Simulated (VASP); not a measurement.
TiC:

```
CELL_PARAMETERS angstrom
0.00000 2.15930 2.15930
2.15930 0.00000 2.15930
2.15930 2.15930 0.00000
ATOMIC_POSITIONS crystal
Ti 0.00000 0.00000 0.00000
C 0.50000 0.50000 0.50000
```

- Program: VASP 6.6.1
- Task: relaxation of cell and atoms
- Functional: PBEsol
- Potentials or basis: VASP PAW PBE potentials, release 64 (Ti_sv, C)
- Cutoff: 600 eV
- k mesh: 14 × 14 × 14
- Occupations: methfessel-paxton, width 0.1 eV
- Spin: no spin polarisation

At the start: pressure -4.4 GPa; volume 10.07 Å³/atom.

Task: Where does the relaxation end?

Result: Over 3 steps the energy falls by 2.4 meV/atom and the volume is 9.90 Å³/atom (-1.7 %); space group Fm-3m (No. 225, to 0.05 Å).

Step by step:
```
step  energy change (eV)  largest force (eV/Å)  pressure (GPa)  volume (Å³)
   1              0.0000                0.0000           -4.41        20.14
   2              0.0042                0.0000            6.42        19.34
   3             -0.0048                0.0000           -0.02        19.80
```

Final structure:
```
Ti C
1.0
     0.00000    2.14711    2.14711
     2.14711    0.00000    2.14711
     2.14711    2.14711    0.00000
Ti C
1 1
Direct
  0.00000 0.00000 0.00000
  0.50000 0.50000 0.50000
```

Caveat: the PAW data sets were made with another functional, which shifts forces and pressure a little.
